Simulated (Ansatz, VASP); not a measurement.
**AlZn3 in VASP and in Ansatz**

File INCAR:

```
SYSTEM = AlZn3
PREC     = Accurate       ! precision mode
ENCUT    = 520            ! plane-wave cutoff, eV
EDIFF    = 1E-6           ! SCF threshold, eV
ISMEAR   = 0              ! smearing method
SIGMA    = 0.1            ! smearing width, eV
LREAL    = .FALSE.        ! projectors in reciprocal space
LASPH    = .TRUE.         ! aspherical terms in the spheres
NELM     = 100            ! most SCF steps
ALGO     = Normal         ! electronic algorithm
ISIF     = 2              ! what is computed and relaxed
LWAVE    = .FALSE.        ! write WAVECAR
LCHARG   = .TRUE.         ! write CHGCAR
GGA      = PE             ! functional
LELF     = .TRUE.         ! ELF
LVHAR    = .TRUE.       
NBANDS   = 49             ! bands
```

KPOINTS

```
regular mesh
0
G
  4 4 4
  0 0 0
```

The input POSCAR:

```
AlZn3
1.0
    5.0402626000      0.0000000000      0.0000000000
    0.0000000000      5.0402626000      0.0000000000
    0.0000000000      0.0000000000      5.0402626000
Al Zn
2 6
Direct
    0.0000000000      0.0000000000      0.0000000000
    0.5000000000      0.5000000000      0.5000000000
    0.2500000000      0.0000000000      0.5000000000
    0.5000000000      0.7500000000      0.0000000000
    0.7500000000      0.0000000000      0.5000000000
    0.5000000000      0.2500000000      0.0000000000
    0.0000000000      0.5000000000      0.7500000000
    0.0000000000      0.5000000000      0.2500000000
```

Input for Ansatz:

```yaml
crystal:
  lattice:
    - [5.0402626, 0.0, 0.0]
    - [0.0, 5.0402626, 0.0]
    - [0.0, 0.0, 5.0402626]
  atoms:
    - { symbol: Al, position: [0.0, 0.0, 0.0] }
    - { symbol: Al, position: [0.5, 0.5, 0.5] }
    - { symbol: Zn, position: [0.25, 0.0, 0.5] }
    - { symbol: Zn, position: [0.5, 0.75, 0.0] }
    - { symbol: Zn, position: [0.75, 0.0, 0.5] }
    - { symbol: Zn, position: [0.5, 0.25, 0.0] }
    - { symbol: Zn, position: [0.0, 0.5, 0.75] }
    - { symbol: Zn, position: [0.0, 0.5, 0.25] }
basis:
  ecutwfc: 420
kpoints:
  mp_grid: { grid: [4, 4, 4] }
hamiltonian:
  xc: pbe
scf:
  occupations: { method: gaussian, width: 0.1 }
  lower_state_search: "off"
output:
  forces: true
  stress: true
  eigenvalues: true
```

Change from the starting cell: relaxed end of: species swapped into the Cr3Ga type (Pm-3n, No. 223).

Alike in both runs: task single point; functional PBE; k mesh 4 × 4 × 4; occupations gaussian, width 0.1 eV; no spin polarisation.

|  | VASP | Ansatz |
| --- | --- | --- |
| version | VASP 6.6.1 | Ansatz 0.2.0 |
| potentials or method | VASP PAW PBE potentials, release 64 (Al, Zn) | scalar-relativistic, plane waves, PAW |
| plane-wave cutoff (eV) | 520 | 420 |
| valence electrons in the cell | 78 | 78 |

|  | VASP | Ansatz | Ansatz less VASP |
| --- | --- | --- | --- |
| gap on the k mesh at the Fermi level (eV) | none | none | - |
| pressure (GPa) | 0.6 | -0.1 | -0.63 |

A gap of «none» marks a metal or a gap that the smearing closes.
